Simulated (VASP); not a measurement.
Given:

```
InP
1.0
    0.00000     2.97797     2.97797
    2.97797     0.00000     2.97797
    2.97797     2.97797     0.00000
In P
1 1
Direct
  0.00000   0.00000   0.00000
  0.25000   0.25000   0.25000
```

Computed with PBE GGA, VASP's PBE PAW potentials (set 64) (plane waves; VASP 6.6.1). Numerical set-up: 480 eV cut-off, 8×8×8 Γ-centred mesh, Gaussian smearing of 0.050 eV, potentials In_d P.

Unless said otherwise, spin-orbit coupling is left out, though it shifts the bands of the heavy elements here.

**Question.** Estimate the energy per atom (σ→0), band gap (on the k-mesh) with the smallest direct gap where there is one.

**Answer.** 
The band gap (on the k-mesh) comes out as 0.45 eV, the smallest direct gap (on the k-mesh) is 0.45 eV and the energy per atom (σ→0) is -4.203 eV/atom.

Only differences to runs with the same potentials and settings are physical.

The compound is InP in the zinc blende structure. It was relaxed first.
